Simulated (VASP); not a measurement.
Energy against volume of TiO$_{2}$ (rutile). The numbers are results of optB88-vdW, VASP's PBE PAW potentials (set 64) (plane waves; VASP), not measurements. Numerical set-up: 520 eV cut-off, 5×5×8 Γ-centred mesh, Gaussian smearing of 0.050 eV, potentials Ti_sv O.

Shape and ions are relaxed at each volume.

```json
[
 {"V (Å³/atom)": "9.937", "E (eV/atom)": "-6.97777"},
 {"V (Å³/atom)": "10.254", "E (eV/atom)": "-7.00083"},
 {"V (Å³/atom)": "10.572", "E (eV/atom)": "-7.00848"},
 {"V (Å³/atom)": "10.889", "E (eV/atom)": "-7.00325"}
]
```

**Question.** Fit these four points and predict the energy of the run at 11.206 Å³/atom.

**Answer.** A cubic in V^(−2/3), the third-order Birch-Murnaghan form, passes through the four points with V0 = 10.59 Å³/atom and B0 = 214 GPa, and gives -6.9873 eV/atom there. The run gave -6.9874 eV/atom, -0.0 meV/atom from the fit; all five points give B0 = 214 GPa.

The compound is TiO2 in the rutile structure. It was relaxed first.
